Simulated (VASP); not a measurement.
An input for Quantum ESPRESSO's pw.x (written as the equivalent of a VASP run, and not itself run):

```
&CONTROL
  calculation = 'vc-relax'
  pseudo_dir = './pseudo'
  outdir = './out'
  tprnfor = .true.
  tstress = .true.
  nstep = 60
  forc_conv_thr = 0.00078
/
&SYSTEM
  ibrav = 0
  nat = 6
  ntyp = 2
  ecutwfc = 92
  occupations = 'smearing'
  smearing = 'gaussian'
  degauss = 0.003675
  input_dft = 'pz'
/
&ELECTRONS
  conv_thr = 7.3e-08
  electron_maxstep = 100
/
&IONS
/
&CELL
/
ATOMIC_SPECIES
  Cu 63.546 Cu.upf
  O 15.999 O.upf
CELL_PARAMETERS angstrom
     4.1803790   -0.0000000   -0.0000000
    -0.0000000    4.1803790    0.0000000
    -0.0000000   -0.0000000    4.1803790
ATOMIC_POSITIONS crystal
  Cu   0.7500000  0.2500000  0.7500000
  Cu   0.2500000  0.7500000  0.7500000
  Cu   0.7500000  0.7500000  0.2500000
  Cu   0.2500000  0.2500000  0.2500000
  O    0.0000000  0.0000000  0.0000000
  O    0.5000000  0.5000000  0.5000000
K_POINTS automatic
  5 5 5 0 0 0
```

Task: Translate this input to VASP (INCAR, KPOINTS, POSCAR, choice of POTCAR).

Result: Several could match; the one computed here: 
**INCAR**
```
# general
SYSTEM =Cu2O
PREC   =Accurate
ENCUT  =520
LREAL  =.FALSE.
LASPH  =.TRUE.

# electronic loop
EDIFF  =1E-6   # SCF stop (eV)
NELM   =100
ALGO   =Normal   # blocked Davidson
LMAXMIX=4   # l cut-off of mixed one-centre charges

# smearing
ISMEAR =0   # Gaussian
SIGMA  =0.05

# ions
IBRION =2
NSW    =60
ISIF   =3
EDIFFG =-0.02   # ionic stop

# output
LWAVE  =.FALSE.
LCHARG =.FALSE.
```

### POSCAR
```
Cu2O
1
    4.1803790276    -0.0000000000    -0.0000000000
   -0.0000000000     4.1803790276     0.0000000000
   -0.0000000000    -0.0000000000     4.1803790276
Cu O
4 2
Direct
  0.7500000000   0.2500000000   0.7500000000
  0.2500000000   0.7500000000   0.7500000000
  0.7500000000   0.7500000000   0.2500000000
  0.2500000000   0.2500000000   0.2500000000
  0.0000000000   0.0000000000   0.0000000000
  0.5000000000   0.5000000000   0.5000000000
```

### KPOINTS
```
Automatic mesh
0
G
  5 5 5
```

POTCAR, in this order: Cu O (LDA.64 set). Program: vasp_std.

Limits of the translation: the potentials are each code's own (VASP's PAW set, PseudoDojo norm-conserving files in pw.x), so ENCUT and ecutwfc are chosen apart and not converted; conv_thr bounds pw.x's estimated SCF error, while EDIFF bounds the energy change between steps; forc_conv_thr acts on force components and is met together with etot_conv_thr.

The compound is Cu2O in the cuprite structure. It was relaxed first, which changed the volume by -6 %. The start is the result of an earlier pass.
